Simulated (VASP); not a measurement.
Consider the following.

```xyz
5
Lattice="5.6283 0.0000 0.0000 0.0000 5.6283 0.0000 0.0000 0.0000 5.6283" Properties=species:S:1:pos:R:3 pbc="T T T"
Pb     2.8141     2.8141     2.8141
Cl     0.0000     2.8141     2.8141
Cl     2.8141     0.0000     2.8141
Cl     2.8141     2.8141     0.0000
Cs     0.0000     0.0000     0.0000
```

The numbers are results of r2SCAN+rVV10, VASP's PBE PAW potentials (set 64) (plane waves; VASP), not measurements. Run with 400 eV cut-off, 5×5×5 Γ-centred mesh, tetrahedra with Blöchl corrections, potentials Pb_d Cl Cs_sv.

Unless said otherwise, spin-orbit coupling is left out, though it shifts the bands of the heavy elements here.

### Question
Give the energies of bands 13 to 25 at the high-symmetry points, in eV from the valence-band maximum.

### Answer

```
band      Γ      X      M      R
----  -----  -----  -----  -----
13    -6.63  -7.65  -8.34  -8.43
14    -4.76  -4.68  -4.54  -3.34
15    -4.76  -4.68  -3.55  -3.34
16    -4.76  -3.30  -2.97  -3.34
17    -2.76  -2.87  -2.97  -2.87
18    -2.76  -2.86  -2.94  -2.87
19    -2.76  -2.86  -2.94  -2.33
20    -2.65  -2.76  -2.88  -2.33
21    -2.65  -2.76  -2.34  -2.33
22    -2.65  -1.75  -0.84   0.00
23     3.73   3.43   2.92   2.33
24     4.59   5.08   2.92   2.33
25     4.59   5.53   5.33   2.33
```

The gap is direct, 2.33 eV, from the valence maximum at R to the conduction minimum at R.

The structure comes from a measured CsPbCl3 entry (Pm-3m) of the Crystallography Open Database, whose conditions weren't checked. It was relaxed first.
